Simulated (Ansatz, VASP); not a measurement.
Two plane-wave programs on Si2BiTe2

```
Si Bi Te
1.0
     5.26688    0.00000    0.00000
    -2.63344    4.56125    0.00000
     0.00000    0.00000    5.65658
Si Bi Te
2 1 2
Direct
  0.33333 0.66667 0.00000
  0.66667 0.33333 0.00000
  0.00000 0.00000 0.00000
  0.33333 0.66667 0.50000
  0.66667 0.33333 0.50000
```

Alike in both runs: functional PBE; k mesh 6 × 6 × 4; occupations gaussian, width 0.1 eV; no spin polarisation.

Ansatz relaxed the structure, and its values are those at the end. VASP's run is a single point on that final structure, the one shown.

```csv
,VASP,Ansatz
version,VASP 6.6.1,Ansatz 0.2.0
potentials or method,"VASP PAW PBE potentials, release 64 (Si, Bi_d, Te)","scalar-relativistic, plane waves, PAW"
plane-wave cutoff (eV),520,420
valence electrons in the cell,35,55
```

```tsv
	VASP	Ansatz	Ansatz less VASP
gap on the k mesh at the Fermi level (eV)	none	none	-
pressure (GPa)	0.1	0.1	+0.03
```

A gap of «none» marks a metal or a gap that the smearing closes. The two sets of potentials don't hold the same shells in valence.

Caveats: spin-orbit coupling is left out, which moves the levels of the heavy elements.
